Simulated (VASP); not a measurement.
OSZICAR of a VASP run on B31N31Si:

OSZICAR:
```
       N       E                     dE             d eps       ncg     rms          rms(c)
DAV:   1    -0.545842018083E+03   -0.54584E+03   -0.81104E-06   696   0.937E-03    0.187E-03
RMM:   2    -0.545842018023E+03    0.59561E-07   -0.12146E-06   407   0.328E-03    0.111E-03
RMM:   3    -0.545842017999E+03    0.24444E-07   -0.35668E-07   458   0.137E-03    0.450E-04
RMM:   4    -0.545842018006E+03   -0.72650E-08   -0.65769E-08   291   0.619E-04
   1 F= -.54584202E+03 E0= -.54584201E+03  d E =-.632392E-05  mag=     3.0000
```

Task: Which electronic solver shows in the log?

Result: It is blocked Davidson (ALGO = Normal, or the opening steps of other solvers) and then RMM-DIIS (ALGO = Fast or VeryFast). The INCAR had ALGO = Fast.

Task: How was spin treated?

Result: Collinear spin (ISPIN = 2): the summary line carries one mag value, 3.00 μB in the cell.

Task: Can the final energy be trusted as converged?

Result: The run converged. It stopped with EDIFF = 1E-6, NELM = 100 (PBE GGA, plane waves, VASP's PBE PAW potentials (set 64)).  The cell is charged, with a uniform compensating background.  The supercell is sampled at Γ alone, which is coarse: total energies, pressure and levels can be off, energies of defects by several tenths of an eV.

The cell is a supercell with a defect, built from BN (zinc blende): Si_N-vac_B, charge +1. The total moment is imposed (NUPDOWN), so this need not be the lowest spin state.
